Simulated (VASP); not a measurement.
```
CELL_PARAMETERS angstrom
      1.84783    -3.20053     0.00000
      1.84783     3.20053     0.00000
      0.00000     0.00000     4.70286
ATOMIC_POSITIONS crystal
  Pt 0.00000 0.00000 0.00000
  Se 0.33333 0.66667 0.26648
  Se 0.66667 0.33333 0.73352
```

Method: PBE GGA with D3 dispersion (Becke-Johnson damping), VASP's PBE PAW potentials (set 64) (plane waves; VASP). Settings: 520 eV cut-off, 9×9×7 Γ-centred mesh, first-order Methfessel-Paxton smearing of 0.10 eV, potentials Pt Se.

The ions and cell shape at fixed volume are relaxed. Predict the relaxed structure.

```
CELL_PARAMETERS angstrom
      1.86874    -3.23676     0.00000
      1.86874     3.23676     0.00000
      0.00000     0.00000     4.59818
ATOMIC_POSITIONS crystal
  Pt 0.00000 0.00000 0.00000
  Se 0.33333 0.66667 0.27641
  Se 0.66667 0.33333 0.72359
```
Space group P-3m1 (164), at a tolerance of 0.03 Å.

How much energy does the relaxation gain?

The energy (σ→0) changes by -14.1 meV/atom, in 6 ionic steps.

The compound is PtSe2 in the 1T layered structure. This cell is one point of a volume scan, at 0.94 of the reference volume. Symmetry was kept, so distortions that lower it aren't found.
